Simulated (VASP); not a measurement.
VASP ran on this input.

POSCAR:
```
CdTe
1.0
  0.0000000000   3.2400000000   3.2400000000
  3.2400000000   0.0000000000   3.2400000000
  3.2400000000   3.2400000000   0.0000000000
Cd Te
1 1
Cart
  0.0000000000   0.0000000000   0.0000000000
  1.6200000000   1.6200000000   1.6200000000
```

### INCAR
```
EDIFF=1E-6
PREC=Accurate
NELM=100   ! most electronic steps
LASPH=.TRUE.
SIGMA=0.05   ! width (eV)
GGA=CX
AGGAC=0.0
ISMEAR=0   ! Gaussian
EDIFFG=-0.01
IBRION=2   ! conjugate gradients
LWAVE=.FALSE.
LMAXMIX=4   ! l cut-off of mixed one-centre charges
ISIF=3
ALGO=Normal
NSW=60   ! most ionic steps
LUSE_VDW=.TRUE.
LCHARG=.FALSE.
SYSTEM=CdTe
LREAL=.FALSE.   ! projection in real space or not
ENCUT=520
```

### KPOINTS
```
Automatic mesh
0
Gamma
6 6 6
0 0 0
```

POTCAR, in this order: Cd Te (PBE.64 set). Program: vasp_std.

Problem. Write an equivalent input for Quantum ESPRESSO's pw.x.

Solution. One equivalent input (not run):
```
&CONTROL
  calculation = 'vc-relax'
  pseudo_dir = './pseudo'
  outdir = './out'
  tprnfor = .true.
  tstress = .true.
  nstep = 60
  forc_conv_thr = 0.00039
/
&SYSTEM
  ibrav = 0
  nat = 2
  ntyp = 2
  ecutwfc = 102
  occupations = 'smearing'
  smearing = 'gaussian'
  degauss = 0.003675
  input_dft = 'vdw-df-cx'
/
&ELECTRONS
  conv_thr = 7.3e-08
  electron_maxstep = 100
/
&IONS
/
&CELL
/
ATOMIC_SPECIES
  Cd 112.414 Cd.upf
  Te 127.600 Te.upf
CELL_PARAMETERS angstrom
     0.0000000    3.2400000    3.2400000
     3.2400000    0.0000000    3.2400000
     3.2400000    3.2400000    0.0000000
ATOMIC_POSITIONS crystal
  Cd   0.0000000  0.0000000  0.0000000
  Te   0.2500000  0.2500000  0.2500000
K_POINTS automatic
  6 6 6 0 0 0
```
The two are equivalent in intent, not identical: the potentials are each code's own (VASP's PAW set, PseudoDojo norm-conserving files in pw.x), so ENCUT and ecutwfc are chosen apart and not converted; conv_thr bounds pw.x's estimated SCF error, while EDIFF bounds the energy change between steps; forc_conv_thr acts on force components and is met together with etot_conv_thr.

The compound is CdTe in the zinc blende structure. This run relaxes it. Symmetry was kept, so distortions that lower it aren't found.
